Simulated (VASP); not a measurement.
Input:

```
CELL_PARAMETERS angstrom
      3.84833     0.00000     0.00000
      0.00000     3.84833     0.00000
      0.00000     0.00000     3.84833
ATOMIC_POSITIONS crystal
  Sc 0.00000 0.00000 0.00000
  Ir 0.00000 0.50000 0.50000
  Ir 0.50000 0.00000 0.50000
  Ir 0.50000 0.50000 0.00000
```

Method: LDA (Ceperley-Alder, Perdew-Zunger), VASP's LDA PAW potentials (set 64) (plane waves; VASP). Settings: 300 eV cut-off, 6×6×6 Γ-centred mesh, Fermi-Dirac smearing of 0.14 eV, potentials Sc_sv Ir.

### Question
Give the energies of bands 9 to 22 at the high-symmetry points, in eV from the Fermi level.

### Answer

```
band      Γ      X      M      R
----  -----  -----  -----  -----
9     -5.91  -4.24  -3.76  -3.28
10    -5.91  -3.79  -3.57  -3.28
11    -5.91  -3.79  -3.55  -3.28
12    -2.05  -3.27  -3.55  -2.21
13    -2.05  -3.22  -3.18  -2.21
14    -2.05  -3.22  -3.18  -2.21
15     0.17  -2.11  -2.77  -1.27
16     0.17  -1.82  -1.70  -1.27
17     1.62  -1.04  -1.65  -0.12
18     2.18  -0.99  -1.65   1.00
19     2.18  -0.99  -0.75   1.00
20     2.18   0.51  -0.68   1.00
21     3.18   2.19  -0.45   1.62
22     3.18   2.46   3.14   1.62
```

It has no gap at this level: it comes out as a metal or semimetal.

The structure comes from a computed database's ScIr3 entry (Pm-3m); how it stands against other phases isn't given here. The cell was not relaxed at this level.
